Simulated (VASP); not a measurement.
Method: optB86b-vdW, VASP's PBE PAW potentials (set 64) (plane waves; VASP).

VASP ran on this input.

### POSCAR
```
Hf
1
    1.5867724934    -2.7483705412    -0.0000000000
    1.5867724934     2.7483705412    -0.0000000000
    0.0000000000     0.0000000000     5.0197508421
Hf
2
Direct
  0.3333330000   0.6666670000   0.2500000000
  0.6666670000   0.3333330000   0.7500000000
```

### INCAR
```
# general
SYSTEM  =Hf
PREC    =Accurate
ENCUT   =520   # plane-wave cut-off (eV)
LREAL   =.FALSE.   # projection in real space or not
LASPH   =.TRUE.

# electronic loop
EDIFF   =1E-7   # SCF stop (eV)
NELM    =100   # most electronic steps
ALGO    =Normal
LMAXMIX =6

# smearing
ISMEAR  =-5

# functional
GGA     =MK
LUSE_VDW=.TRUE.
AGGAC   =0.0
PARAM1  =0.1234
PARAM2  =1.0

# ions
ISIF    =2

# output
LWAVE   =.FALSE.
LCHARG  =.TRUE.
LORBIT  =11
NEDOS   =601   # DOS grid
```

**KPOINTS**
```
Automatic mesh
0
Gamma
15 15 8
0 0 0
```

POTCAR, in this order: Hf_pv (PBE.64 set). Program: vasp_std.

**Question.** What will the output report for the number of irreducible k-points (NKPTS), largest plane-wave count, number of space-group operations, FFT grid (NGX, NGY, NGZ)?

**Answer.** 
number of irreducible k-points (NKPTS): 135
largest plane-wave count: 1194
number of space-group operations: 24
FFT grid (NGX, NGY, NGZ): 24 × 24 × 40

The compound is Hf in the hcp structure. It was relaxed first.
